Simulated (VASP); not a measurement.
A convergence study with VASP on InP (zinc blende): one setting is varied, all else stays as given below, so the limit is that of these other settings.

```
InP
1.0
    0.00000     2.93500     2.93500
    2.93500     0.00000     2.93500
    2.93500     2.93500     0.00000
In P
1 1
Direct
  0.00000   0.00000   0.00000
  0.25000   0.25000   0.25000
```

These are PBEsol GGA, VASP's PBE PAW potentials (set 64) (plane waves; VASP 6.6.1) values and carry that method's errors. The tightest run used: 550 eV cut-off, 13×13×13 Monkhorst-Pack mesh, Gaussian smearing of 0.050 eV, potentials In_d P.

```
setting     E (eV/atom)  pressure (GPa)  irreducible k-points
----------  -----------  --------------  --------------------
1×1×1 mesh       3.0678           42.83                     1
2×2×2 mesh      -4.5254            0.52                     2
3×3×3 mesh      -4.3690            1.13                     4
```

Q: These are the cheaper rows. Estimate the results at 13×13×13 mesh, and how far the last row shown lies from them.

A: 
```tsv
quantity	tightest run	last row shown is off by
E (eV/atom)	-4.5785	0.2095
pressure (GPa)	0.28	0.86
```

Left out are rungs that failed or repeat a setting and relaxations that didn't move; long series are thinned to 24 rows.

The compound is InP in the zinc blende structure. The cell was not relaxed at this level.
